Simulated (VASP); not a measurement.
These are PBEsol GGA, VASP's PBE PAW potentials (set 64) (plane waves; VASP 6.6.1) values and carry that method's errors.

A VASP calculation is set up with these files.

INCAR:
```
NELM = 100   ! most electronic steps
ALGO = Normal   ! blocked Davidson
PREC = Accurate
EDIFF = 1E-6   ! SCF stop (eV)
SIGMA = 0.05   ! width (eV)
LREAL = .False.   ! projection in real space or not
EDIFFG = -0.02   ! ionic stop
SYSTEM = BeCd3Te4
IBRION = 2   ! conjugate gradients
LCHARG = .False.
ISIF = 3   ! ions, shape and volume
NSW = 60   ! most ionic steps
LWAVE = .False.
ENCUT = 400
LMAXMIX = 4
ISMEAR = 0   ! Gaussian
GGA = PS
LASPH = .True.   ! aspherical one-centre terms
```

KPOINTS:
```
Automatic mesh
0
Gamma
6 6 2
0 0 0
```

File POSCAR:
```
BeCd3Te4
1.0
  0.0000000000   3.1358953772   3.1358953772
  3.1358953772   0.0000000000   3.1358953772
 12.6385957034  12.6385957034  -0.0950141946
Cd Te Be
3 4 1
Direct
  0.0213877493   0.0213877493   0.9839591881
  0.0022240386   0.0022240386   0.2483319711
  0.9843247013   0.9843247013   0.5117564741
  0.2560266719   0.2560266719   0.0579799961
  0.2377166375   0.2377166375   0.3217125219
  0.2208328633   0.2208328633   0.5843753525
  0.2763978510   0.2763978510   0.7927016118
  0.0010894872   0.0010894872   0.7491828846
```

POTCAR, in this order: Cd Te Be (PBE.64 set). Program: vasp_std.

Output

### OSZICAR
```
       N       E                     dE             d eps       ncg     rms          rms(c)
DAV:   1     0.330971485437E+03    0.33097E+03   -0.23324E+04  1628   0.117E+03
DAV:   2    -0.522761139159E+01   -0.33620E+03   -0.32712E+03  1882   0.292E+02
DAV:   3    -0.246948730553E+02   -0.19467E+02   -0.19364E+02  1928   0.726E+01
DAV:   4    -0.250403749216E+02   -0.34550E+00   -0.34481E+00  2121   0.858E+00
DAV:   5    -0.250454724923E+02   -0.50976E-02   -0.50967E-02  1923   0.103E+00    0.109E+01
DAV:   6    -0.242121228467E+02    0.83335E+00   -0.21645E+00  1885   0.125E+01    0.856E+00
DAV:   7    -0.241494769866E+02    0.62646E-01   -0.85171E-01  1880   0.409E+00    0.279E+00
DAV:   8    -0.241435313718E+02    0.59456E-02   -0.93924E-02  1788   0.264E+00    0.113E+00
DAV:   9    -0.241434727497E+02    0.58622E-04   -0.92901E-03  1890   0.729E-01    0.370E-01
DAV:  10    -0.241431327220E+02    0.34003E-03   -0.26179E-03  1919   0.377E-01    0.777E-02
DAV:  11    -0.241431718587E+02   -0.39137E-04   -0.47344E-04  1819   0.128E-01    0.441E-02
DAV:  12    -0.241431704307E+02    0.14280E-05   -0.35086E-05  1913   0.412E-02    0.249E-02
DAV:  13    -0.241431826346E+02   -0.12204E-04   -0.11835E-05  1687   0.180E-02    0.953E-03
DAV:  14    -0.241431857599E+02   -0.31254E-05   -0.31712E-06  1537   0.786E-03    0.271E-03
DAV:  15    -0.241431861042E+02   -0.34429E-06   -0.31830E-07  1074   0.270E-03
   1 F= -.24143186E+02 E0= -.24143186E+02  d E =-.241432E+02
       N       E                     dE             d eps       ncg     rms          rms(c)
DAV:   1    -0.241692585726E+02   -0.26073E-01   -0.55711E-01  1783   0.600E+00    0.116E+00
DAV:   2    -0.241468774213E+02    0.22381E-01   -0.68987E-02  1756   0.261E+00    0.370E-01
DAV:   3    -0.241447387486E+02    0.21387E-02   -0.64386E-03  1815   0.491E-01    0.321E-01
DAV:   4    -0.241442701595E+02    0.46859E-03   -0.83136E-04  1728   0.153E-01    0.744E-02
DAV:   5    -0.241441843940E+02    0.85766E-04   -0.34933E-04  1883   0.150E-01    0.489E-02
DAV:   6    -0.241441872115E+02   -0.28176E-05   -0.24779E-05  1816   0.372E-02    0.281E-02
DAV:   7    -0.241441850678E+02    0.21438E-05   -0.12275E-05  1939   0.292E-02    0.690E-03
DAV:   8    -0.241441854182E+02   -0.35045E-06   -0.14790E-06  1025   0.673E-03
   2 F= -.24144185E+02 E0= -.24144185E+02  d E =-.999314E-03
       N       E                     dE             d eps       ncg     rms          rms(c)
DAV:   1    -0.241453395207E+02   -0.11545E-02   -0.23966E-02  1778   0.125E+00    0.243E-01
DAV:   2    -0.241443935463E+02    0.94597E-03   -0.29010E-03  1751   0.539E-01    0.789E-02
DAV:   3    -0.241442988834E+02    0.94663E-04   -0.27058E-04  1833   0.102E-01    0.687E-02
DAV:   4    -0.241442709248E+02    0.27959E-04   -0.36982E-05  1733   0.306E-02    0.154E-02
DAV:   5    -0.241442650965E+02    0.58283E-05   -0.14779E-05  1819   0.312E-02    0.102E-02
DAV:   6    -0.241442649152E+02    0.18130E-06   -0.10055E-06   954   0.807E-03
   3 F= -.24144265E+02 E0= -.24144265E+02  d E =-.107881E-02
       N       E                     dE             d eps       ncg     rms          rms(c)
DAV:   1    -0.241443203733E+02   -0.55277E-04   -0.12286E-03  1793   0.280E-01    0.560E-02
DAV:   2    -0.241442704053E+02    0.49968E-04   -0.15340E-04  1756   0.123E-01    0.183E-02
DAV:   3    -0.241442649224E+02    0.54829E-05   -0.14670E-05  1792   0.233E-02    0.159E-02
DAV:   4    -0.241442624762E+02    0.24462E-05   -0.19238E-06  1247   0.704E-03    0.358E-03
DAV:   5    -0.241442618265E+02    0.64976E-06   -0.84857E-07   894   0.741E-03
   4 F= -.24144262E+02 E0= -.24144262E+02  d E =-.107572E-02
       N       E                     dE             d eps       ncg     rms          rms(c)
DAV:   1    -0.241442732650E+02   -0.10789E-04   -0.22102E-04  1796   0.119E-01    0.231E-02
DAV:   2    -0.241442641755E+02    0.90896E-05   -0.26418E-05  1718   0.512E-02    0.758E-03
DAV:   3    -0.241442634865E+02    0.68894E-06   -0.22635E-06   874   0.961E-03
   5 F= -.24144263E+02 E0= -.24144263E+02  d E =-.107738E-02
       N       E                     dE             d eps       ncg     rms          rms(c)
DAV:   1    -0.241444121265E+02   -0.14795E-03   -0.19546E-02  1673   0.669E-01    0.490E-02
DAV:   2    -0.241443674514E+02    0.44675E-04   -0.16759E-04  1935   0.882E-02    0.244E-02
DAV:   3    -0.241443476622E+02    0.19789E-04   -0.28379E-05  1949   0.296E-02    0.134E-02
DAV:   4    -0.241443433795E+02    0.42827E-05   -0.79911E-06  1935   0.169E-02    0.484E-03
DAV:   5    -0.241443431971E+02    0.18235E-06   -0.91963E-07   984   0.660E-03
   6 F= -.24144343E+02 E0= -.24144343E+02  d E =-.797106E-04
```

OUTCAR:
```
------------------------ aborting loop because EDIFF is reached ----------------------------------------
  FORCE on cell =-STRESS in cart. coord.  units (eV):
  Direction    XX          YY          ZZ          XY          YZ          ZX
  --------------------------------------------------------------------------------------
  Total        0.0029777      0.0029777      0.0029777      0.0185697     -0.0185697     -0.0185697
  in kB        0.0192223      0.0192223      0.0192223      0.1198763     -0.1198763     -0.1198763
  external PRESSURE =       0.0192223 kB  Pullay stress =       0.0000000 kB
  volume of cell :      248.19
      direct lattice vectors                 reciprocal lattice vectors
    -0.000000000  3.129490897  3.129490897    -0.159127797  0.160412995  0.159127797
     3.129490897 -0.000000000  3.129490897     0.160412995 -0.159127797  0.159127797
    12.619888250 12.619888250 -0.101924661     0.039460650  0.039460650 -0.039460650
 POSITION                                       TOTAL-FORCE (eV/Angst)
 -----------------------------------------------------------------------------------
     12.48461     12.48461      0.03336         0.000694      0.000694     -0.000694
      3.14013      3.14013     -0.01064        -0.008891     -0.008891      0.008891
      9.53782      9.53782      6.10963        -0.011164     -0.011164      0.011164
      1.53332      1.53332      1.59617         0.005566      0.005566     -0.005566
      4.80390      4.80390      1.45508         0.000541      0.000541     -0.000541
      8.06594      8.06594      1.32253         0.003185      0.003185     -0.003185
     10.86999     10.86999      1.64798         0.009808      0.009808     -0.009808
      9.45780      9.45780     -0.06933         0.000261      0.000261     -0.000261
 -----------------------------------------------------------------------------------
    total drift:                               -0.000771     -0.000771      0.000766
  FREE ENERGIE OF THE ION-ELECTRON SYSTEM (eV)
  ---------------------------------------------------
  free  energy   TOTEN  =       -24.1443431971 eV

  energy  without entropy=      -24.1443431971  energy(sigma->0) =      -24.14434320

 reached required accuracy - stopping structural energy minimisation
```
(Selected blocks of OUTCAR.)

### CONTCAR
```
BeCd3Te4
   1.00000000000000
    -0.0000000000000000    3.1294908972338176    3.1294908972338176
     3.1294908972338176   -0.0000000000000000    3.1294908972338176
    12.6198882502188994   12.6198882502188994   -0.1019246612836304
  Cd              Te              Be
     3     4     1
Direct
     0.0213534131001279    0.0213534131001279    0.9839849402499037
     0.0023430463387709    0.0023430463387709    0.2482427152959210
     0.9844699229654680    0.9844699229654680    0.5116475578508933
     0.2559658337952683    0.2559658337952683    0.0580256246785528
     0.2377177463405325    0.2377177463405325    0.3217116902695975
     0.2208182323685865    0.2208182323685865    0.5843863256985544
     0.2762087648640414    0.2762087648640414    0.7928434264019664
     0.0011230403271922    0.0011230403271922    0.7491577197546077
```

The structure was generated: BeCd3Te4 was put into an ordered model structure (R3m), which need not be its known phase. This run relaxes it. Symmetry was kept, so distortions that lower it aren't found. The start is the result of an earlier pass.
